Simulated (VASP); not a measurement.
Input:

```
CELL_PARAMETERS angstrom
      4.98371     0.00000     0.00000
      0.00000     5.39236     0.00000
      0.00000     0.00000    24.35566
ATOMIC_POSITIONS crystal
  Al 0.00000 0.91667 0.65978
  Al 0.50000 0.58333 0.65978
  Al 0.00000 0.41667 0.59587
  Al 0.50000 0.08333 0.59587
  Al 0.00000 0.91667 0.53196
  Al 0.50000 0.58333 0.53196
  Al 0.00000 0.41667 0.46804
  Al 0.50000 0.08333 0.46804
  Al 0.00000 0.91667 0.40413
  Al 0.50000 0.58333 0.40413
  Al 0.00000 0.41667 0.34022
  Al 0.50000 0.08333 0.34022
  N  0.38200 0.91667 0.65978
  N  0.88200 0.58333 0.65978
  N  0.38200 0.41667 0.59587
  N  0.88200 0.08333 0.59587
  N  0.38200 0.91667 0.53196
  N  0.88200 0.58333 0.53196
  N  0.38200 0.41667 0.46804
  N  0.88200 0.08333 0.46804
  N  0.38200 0.91667 0.40413
  N  0.88200 0.58333 0.40413
  N  0.38200 0.41667 0.34022
  N  0.88200 0.08333 0.34022
```

Calculation: PBEsol GGA, VASP's PBE PAW potentials (set 64) (plane waves; VASP 6.6.1). Settings: PREC = Normal, LREAL = Auto, EDIFF = 1E-5, 450 eV cut-off, 4×4×1 Γ-centred mesh, Gaussian smearing of 0.050 eV, potentials Al N.

Problem. The ions are relaxed. Predict the relaxed structure.

Solution. 
```
CELL_PARAMETERS angstrom
      4.98371     0.00000     0.00000
      0.00000     5.39236     0.00000
      0.00000     0.00000    24.35566
ATOMIC_POSITIONS crystal
  Al 0.01772 0.88606 0.65209
  Al 0.51772 0.61394 0.65209
  Al 0.99674 0.41425 0.59802
  Al 0.49674 0.08575 0.59802
  Al 0.99853 0.91530 0.53142
  Al 0.49853 0.58470 0.53142
  Al 0.99853 0.41530 0.46858
  Al 0.49853 0.08470 0.46858
  Al 0.99674 0.91425 0.40198
  Al 0.49674 0.58575 0.40198
  Al 0.01772 0.38606 0.34791
  Al 0.51772 0.11394 0.34791
  N  0.37359 0.91847 0.65977
  N  0.87359 0.58153 0.65977
  N  0.37820 0.41720 0.59620
  N  0.87820 0.08280 0.59620
  N  0.38121 0.91881 0.53228
  N  0.88121 0.58119 0.53228
  N  0.38121 0.41881 0.46772
  N  0.88121 0.08119 0.46772
  N  0.37820 0.91720 0.40380
  N  0.87820 0.58280 0.40380
  N  0.37359 0.41847 0.34023
  N  0.87359 0.08153 0.34023
```

Problem. How much energy does the relaxation gain?

Solution. The energy (σ→0) changes by -60.4 meV/atom, in 18 ionic steps.

The cell is a thin slab with vacuum, built from AlN (wurtzite): (110) face.
